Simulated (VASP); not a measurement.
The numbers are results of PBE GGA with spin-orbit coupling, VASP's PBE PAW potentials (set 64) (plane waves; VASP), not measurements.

VASP ran on this input.

**INCAR**
```
# general
SYSTEM    =InP
PREC      =Accurate
ENCUT     =400   # plane-wave cut-off (eV)
LREAL     =.False.   # projection in real space or not
LASPH     =.True.

# electronic loop
EDIFF     =1E-6   # SCF stop (eV)
NELM      =100
ALGO      =Normal   # blocked Davidson
LMAXMIX   =4   # l cut-off of mixed one-centre charges

# smearing
ISMEAR    =0
SIGMA     =0.05   # width (eV)

# functional
GGA       =PE   # PBE
GGA_COMPAT=.False.

# spin
MAGMOM    =6*0
LSORBIT   =.True.

# output
LWAVE     =.False.
LCHARG    =.False.
```

POSCAR:
```
InP
1.0
  0.0000000000   2.9779739867   2.9779739867
  2.9779739867   0.0000000000   2.9779739867
  2.9779739867   2.9779739867   0.0000000000
In P
1 1
direct
  0.0000000000   0.0000000000   0.0000000000
  0.2500000000   0.2500000000   0.2500000000
```

KPOINTS:
```
Automatic mesh
0
gamma
 7 7 7
0 0 0
```

KPOINTS_OPT:
```
k-points along high-symmetry lines
8
Line-mode
Reciprocal
  0.000000   0.000000   0.000000 ! GAMMA
 -0.500000  -0.500000   0.000000 ! X

 -0.500000  -0.500000   0.000000 ! X
 -0.375000  -0.375000   0.250000 ! U

 -0.375000  -0.000000   0.375000 ! K
  0.000000   0.000000   0.000000 ! GAMMA

  0.000000   0.000000   0.000000 ! GAMMA
 -0.000000  -0.000000   0.500000 ! L

 -0.000000  -0.000000   0.500000 ! L
 -0.500000  -0.250000   0.250000 ! W

 -0.500000  -0.250000   0.250000 ! W
 -0.500000  -0.500000   0.000000 ! X
```

POTCAR, in this order: In_d P (PBE.64 set). Program: vasp_ncl.

The run wrote:

File OSZICAR:
```
       N       E                     dE             d eps       ncg     rms          rms(c)
DAV:   1     0.136180559006E+03    0.13618E+03   -0.70650E+03  1560   0.128E+03
DAV:   2     0.446383567651E+01   -0.13172E+03   -0.12731E+03  1596   0.336E+02
DAV:   3    -0.832600914951E+01   -0.12790E+02   -0.12653E+02  2002   0.125E+02
DAV:   4    -0.881166698036E+01   -0.48566E+00   -0.48445E+00  1836   0.255E+01
DAV:   5    -0.883980200103E+01   -0.28135E-01   -0.28131E-01  2446   0.538E+00    0.533E+00
DAV:   6    -0.845601342945E+01    0.38379E+00   -0.64845E-01  2138   0.153E+01    0.313E+00
DAV:   7    -0.843834368349E+01    0.17670E-01   -0.26391E-01  2418   0.389E+00    0.136E+00
DAV:   8    -0.843769483214E+01    0.64885E-03   -0.19271E-02  2196   0.214E+00    0.748E-01
DAV:   9    -0.843835725388E+01   -0.66242E-03   -0.20290E-03  1670   0.381E-01    0.211E-01
DAV:  10    -0.843849274557E+01   -0.13549E-03   -0.13171E-03  2208   0.658E-01    0.115E-01
DAV:  11    -0.843865133960E+01   -0.15859E-03   -0.44346E-04  1774   0.281E-01    0.188E-02
DAV:  12    -0.843865410068E+01   -0.27611E-05   -0.28565E-05  2296   0.539E-02    0.184E-02
DAV:  13    -0.843865518086E+01   -0.10802E-05   -0.46550E-06  1738   0.179E-02    0.113E-02
DAV:  14    -0.843865528855E+01   -0.10769E-06   -0.41076E-07  1222   0.546E-03
   1 F= -.84386553E+01 E0= -.84386553E+01  d E =-.948419E-11  mag=     0.0000    -0.0000     0.0000
       N       E                     dE             ncg
       N       E                     dE             ncg
```

File OUTCAR:
```
------------------------ aborting loop because EDIFF is reached ----------------------------------------
  FORCE on cell =-STRESS in cart. coord.  units (eV):
  Direction    XX          YY          ZZ          XY          YZ          ZX
  --------------------------------------------------------------------------------------
  Total        0.0006202      0.0006202      0.0006202     -0.0000000      0.0000000     -0.0000000
  in kB        0.0188133      0.0188133      0.0188133     -0.0000000      0.0000000     -0.0000000
  external PRESSURE =       0.0188133 kB  Pullay stress =       0.0000000 kB
  volume of cell :       52.82
      direct lattice vectors                 reciprocal lattice vectors
     0.000000000  2.977973987  2.977973987    -0.167899385  0.167899385  0.167899385
     2.977973987  0.000000000  2.977973987     0.167899385 -0.167899385  0.167899385
     2.977973987  2.977973987  0.000000000     0.167899385  0.167899385 -0.167899385
  FREE ENERGIE OF THE ION-ELECTRON SYSTEM (eV)
  ---------------------------------------------------
  free  energy   TOTEN  =        -8.4386552886 eV

  energy  without entropy=       -8.4386552885  energy(sigma->0) =       -8.43865529

 Ion:    1  E_soc:     -0.0701254

 Ion:    2  E_soc:     -0.0011178
```
(Selected blocks of OUTCAR.)

**OUTCAR**
```
 val. band max:        4.7066800056   @ k =   0.0000   0.0000   0.0000

 cond. band min:       5.1257878778   @ k =   0.0000   0.0000   0.0000


 Fermi energy:         4.9253852088

 k-point     1 :       0.0000    0.0000    0.0000
  band No.  band energies     occupation
      1      -9.8809      1.00000
      2      -9.8809      1.00000
      3      -9.8809      1.00000
      4      -9.8809      1.00000
      5      -9.0898      1.00000
      6      -9.0898      1.00000
      7      -9.0027      1.00000
      8      -9.0027      1.00000
      9      -9.0027      1.00000
     10      -9.0027      1.00000
     11      -6.5213      1.00000
     12      -6.5213      1.00000
     13       4.6112      1.00000
     14       4.6112      1.00000
     15       4.7067      1.00000
     16       4.7067      1.00000
     17       4.7067      1.00000
     18       4.7067      1.00000
     19       5.1258      0.00000
     20       5.1258      0.00000
     21       8.4693      0.00000
     22       8.4693      0.00000
     23       8.9079      0.00000
     24       8.9079      0.00000
     25       8.9079      0.00000
     26       8.9079      0.00000

 k-point     2 :       0.1429    0.0000    0.0000
  band No.  band energies     occupation
      1      -9.8831      1.00000
      2      -9.8831      1.00000
      3      -9.8824      1.00000
      4      -9.8758      1.00000
      5      -9.0917      1.00000
      6      -9.0917      1.00000
      7      -9.0108      1.00000
      8      -9.0108      1.00000
      9      -9.0000      1.00000
     10      -8.9917      1.00000
     11      -6.3064      1.00000
     12      -6.3064      1.00000
     13       2.8627      1.00000
     14       2.8627      1.00000
     15       4.4199      1.00000
     16       4.4199      1.00000
     17       4.4911      1.00000
     18       4.5019      1.00000
     19       6.2247      0.00000
     20       6.2247      0.00000
     21       8.7984      0.00000
     22       8.7984      0.00000
...
```

The compound is InP in the zinc blende structure. It was relaxed first.
